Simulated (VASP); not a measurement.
A run of VASP 6.6.1:

File INCAR:

```
SYSTEM = Ba3Y
  PREC = Accurate
  ENCUT = 520
  EDIFF = 1E-7
  ISMEAR = -1
  SIGMA = 0.05
  LREAL = .False.
  LASPH = .True.
  NELM = 60
  ALGO = Normal
  ISIF = 2
  LWAVE = .False.
  LCHARG = .True.
  GGA = PE
  LELF = .True.
  LVHAR = .True.
  NBANDS = 28
```

Contents of KPOINTS:

```
regular mesh
0
Gamma
  7 7 7
  0 0 0
```

Contents of POSCAR:

```
Ba3Y
1.0
   -2.9559860000      2.9559860000      5.9338000000
    2.9559860000     -2.9559860000      5.9338000000
    2.9559860000      2.9559860000     -5.9338000000
Ba Y
3 1
Direct
    0.5000000000      0.5000000000      0.0000000000
    0.2500000000      0.7500000000      0.5000000000
    0.7500000000      0.2500000000      0.5000000000
    0.0000000000      0.0000000000      0.0000000000
```

Potentials or basis: VASP PAW PBE potentials, release 64 (Ba_sv, Y_sv).

Command:

```sh
$ cat potpaw_PBE.64/Ba_sv/POTCAR potpaw_PBE.64/Y_sv/POTCAR > POTCAR
$ mpirun -np 1 vasp_std > vasp.out
```

Hardware: 1 thread of Intel(R) Xeon(R) 6975P-C (Granite Rapids), with other jobs on the host.

**Question.** How long does it take, and how much memory?

**Answer.** Wall time 3 min on 1 thread of Intel(R) Xeon(R) 6975P-C (Granite Rapids), on a shared host, peak memory 0.54 GiB. Counts: scf iterations 16, k points 40.
